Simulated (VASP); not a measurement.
A VASP calculation is set up with these files.

INCAR:
```
ALGO=Normal
EDIFF=1E-7
ENCUT=520
ISIF=2
ISMEAR=1
LASPH=.TRUE.
LCHARG=.FALSE.
LMAXMIX=4
LREAL=.FALSE.
LWAVE=.FALSE.
NELM=100
PREC=Accurate
SIGMA=0.1
SYSTEM=Ni3Si
```

### KPOINTS
```
K-points
0
G
 9 9 9
```

File POSCAR:
```
Ni3Si
1
    3.4629214066     0.0000000000     0.0000000000
    0.0000000000     3.4629214066     0.0000000000
    0.0000000000     0.0000000000     3.4629214066
Si Ni
1 3
Direct
  0.0000000000   0.0000000000   0.0000000000
  0.0000000000   0.5000000000   0.5000000000
  0.5000000000   0.0000000000   0.5000000000
  0.5000000000   0.5000000000   0.0000000000
```

POTCAR, in this order: Si Ni (LDA.64 set). Program: vasp_std.

Q: Translate this LDA calculation to Ansatz.

A: One equivalent input (not run):
Ansatz 0.2 input:
```yaml
crystal:
  lattice:
    - [3.4629214, 0.0000000, 0.0000000]
    - [0.0000000, 3.4629214, 0.0000000]
    - [0.0000000, 0.0000000, 3.4629214]
  atoms:
    - { symbol: Si, position: [0.0000000, 0.0000000, 0.0000000] }
    - { symbol: Ni, position: [0.0000000, 0.5000000, 0.5000000] }
    - { symbol: Ni, position: [0.5000000, 0.0000000, 0.5000000] }
    - { symbol: Ni, position: [0.5000000, 0.5000000, 0.0000000] }
kpoints:
  mp_grid: { grid: [9, 9, 9] }
hamiltonian:
  xc: lda
  pseudopotentials: { kind: paw }
scf:
  occupations: { method: methfessel_paxton, width: 0.1 }
  max_iter: 100
output: { forces: true, stress: true, eigenvalues: true }
```
What does not carry over: each code has its own PAW files, so the cut-off isn't converted (ENCUT is set for VASP's; basis.ecutwfc is left out, and Ansatz then takes the one that its files recommend); Ansatz stops its SCF on the density residual and VASP on the energy change (EDIFF); Ansatz's lda is the Perdew-Wang form, while the LDA potentials of VASP carry Perdew-Zunger's.

The compound is Ni3Si in the L1_2 structure. This cell is one point of a volume scan, at 1.03 of the reference volume.
